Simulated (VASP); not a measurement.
SnO2 (Cassiterite): single point with PBE

Crystal: SnO2 (Cassiterite).

```
Sn O
1.0
     4.82742    0.00000    0.00000
     0.00000    4.82742    0.00000
     0.00000    0.00000    3.23807
Sn O
2 4
Direct
  0.00000 0.00000 0.00000
  0.50000 0.50000 0.50000
  0.30654 0.30654 0.00000
  0.19346 0.80654 0.50000
  0.69346 0.69346 0.00000
  0.80654 0.19346 0.50000
```

```
Program             : VASP 6.6.1
Task                : single point
Functional          : PBE
Potentials or basis : VASP PAW PBE potentials, release 64 (Sn_d, O)
Cutoff              : 520 eV
k mesh              : 6 × 6 × 8
Occupations         : gaussian, width 0.02 eV
Spin                : no spin polarisation
```

- Pressure: 0.6 GPa
- Largest force: 0.012 eV/Å
- Band gap on the k mesh: 0.67 eV, direct

Forces in eV/Å, atoms in the order of the input:
```
Sn   0.000  0.000  0.000
Sn   0.000  0.000  0.000
O   -0.009 -0.009  0.000
O    0.009 -0.009  0.000
O    0.009  0.009  0.000
O   -0.009  0.009  0.000
```

Stress tensor (GPa, compression positive):
```
0.51 0.00 0.00
0.00 0.51 0.00
0.00 0.00 0.80
```

Levels at points of the mesh, in eV from the valence-band top:
```tsv
k point	band 23	band 24	band 25	band 26	band 27	band 28	band 29	band 30
(0.00, 0.00, 0.00)	-1.26	-0.74	-0.74	0.00	0.67	5.69	6.06	6.06
(0.50, 0.00, 0.00)	-1.21	-1.21	-0.61	-0.61	3.88	3.88	6.81	6.81
(0.50, 0.50, 0.00)	-1.33	-1.33	-0.85	-0.85	4.27	4.27	7.15	7.15
(0.00, 0.00, 0.50)	-1.53	-1.53	-1.18	-1.18	5.58	5.58	9.36	9.36
(0.50, 0.00, 0.50)	-1.02	-1.02	-0.75	-0.75	5.85	5.85	7.60	7.60
(0.50, 0.50, 0.50)	-0.92	-0.92	-0.78	-0.78	4.35	4.35	8.61	8.61
```

It took 98 s on 1 thread of Intel(R) Xeon(R) Platinum 8259CL CPU @ 2.50GHz (Skylake/Cascade Lake), with other jobs on the host, peak memory 0.24 GiB.

Caveat: spin-orbit coupling is left out, which moves the levels of the heavy elements.
